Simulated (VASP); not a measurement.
The cell holds one LiCl (rock salt) (110) slab, with vacuum along c, ions free to move until forces fall under 0.03 eV/Å, no reconstruction beyond this cell, dipole correction on. Ionisation potential and electron affinity count from the cell's own band edges, surface states included.

Consider the following.

```
CELL_PARAMETERS angstrom
      3.57932     0.00000     0.00000
      0.00000     5.06193     0.00000
      0.00000     0.00000    25.51014
ATOMIC_POSITIONS crystal
  Li 0.00000 0.00000 0.33526
  Li 0.50000 0.50000 0.38614
  Li 0.00000 0.00000 0.46941
  Li 0.50000 0.50000 0.53059
  Li 0.00000 0.00000 0.61386
  Li 0.50000 0.50000 0.66474
  Cl 0.50000 0.00000 0.39498
  Cl 0.00000 0.50000 0.32241
  Cl 0.50000 0.00000 0.53610
  Cl 0.00000 0.50000 0.46390
  Cl 0.50000 0.00000 0.67759
  Cl 0.00000 0.50000 0.60502
```

Method: PBEsol GGA, VASP's PBE PAW potentials (set 64) (plane waves; VASP). Settings: 450 eV cut-off, 6×4×1 Γ-centred mesh, Gaussian smearing of 0.050 eV, potentials Li_sv Cl.

Slab and bulk use different k-meshes, so the surface energy is good to a few per cent at best.

### Question
Predict its surface energy, ionisation potential, electron affinity, band gap (on the k-mesh).

### Answer

| Item | Result |
|---|---|
| surface energy | 0.37 J/m² |
| ionisation potential | 6.71 eV |
| electron affinity | 1.51 eV |
| band gap (on the k-mesh) | 5.20 eV |

The cell is a thin slab with vacuum, built from LiCl (rock salt): (110) face.
